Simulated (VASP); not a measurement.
An input for Ansatz (written as the equivalent of a VASP run, and not itself run):

Ansatz 0.2 input:
```yaml
crystal:
  lattice:
    - [0.0000000, 2.0878701, 2.0878701]
    - [2.0878701, 0.0000000, 2.0878701]
    - [2.0878701, 2.0878701, 0.0000000]
  atoms:
    - { symbol: Ti, position: [0.0000000, 0.0000000, 0.0000000] }
    - { symbol: C, position: [0.5000000, 0.5000000, 0.5000000] }
kpoints:
  mp_grid: { grid: [15, 15, 15] }
hamiltonian:
  xc: lda
  pseudopotentials: { kind: paw }
scf:
  occupations: { method: methfessel_paxton, width: 0.1 }
  max_iter: 100
relax:
  max_steps: 40
  f_tol: 0.02
  cell: { p_target: 20 }
output: { forces: true, stress: true, eigenvalues: true }
```

Write the VASP files for the same calculation (LDA).

Several could match; the one computed here: 
**KPOINTS**
```
Automatic mesh
0
Gamma
15 15 15
0 0 0
```

INCAR:
```
NSW=40   ! most ionic steps
LREAL=F   ! projection in real space or not
PREC=Accurate
ISMEAR=1   ! Methfessel-Paxton
SIGMA=0.1   ! width (eV)
ALGO=Normal
NELM=100   ! most electronic steps
EDIFF=1E-6   ! SCF stop (eV)
SYSTEM=TiC
IBRION=2
ENCUT=620
EDIFFG=-0.02   ! ionic stop
LWAVE=F
LCHARG=F
LMAXMIX=4   ! l cut-off of mixed one-centre charges
LASPH=T
ISIF=3   ! ions, shape and volume
PSTRESS=200   ! kbar
```

### POSCAR
```
TiC
1
    0.0000000000     2.0878700604     2.0878700604
    2.0878700604     0.0000000000     2.0878700604
    2.0878700604     2.0878700604     0.0000000000
Ti C
1 1
Direct
  0.0000000000   0.0000000000   0.0000000000
  0.5000000000   0.5000000000   0.5000000000
```

POTCAR, in this order: Ti_sv C (LDA.64 set). Program: vasp_std.

What does not carry over: each code has its own PAW files, so the cut-off isn't converted (ENCUT is set for VASP's; basis.ecutwfc is left out, and Ansatz then takes the one that its files recommend); Ansatz stops its SCF on the density residual and VASP on the energy change (EDIFF); Ansatz's lda is the Perdew-Wang form, while the LDA potentials of VASP carry Perdew-Zunger's.

The compound is TiC in the rock salt structure. It was relaxed first under an external pressure of 20 GPa.
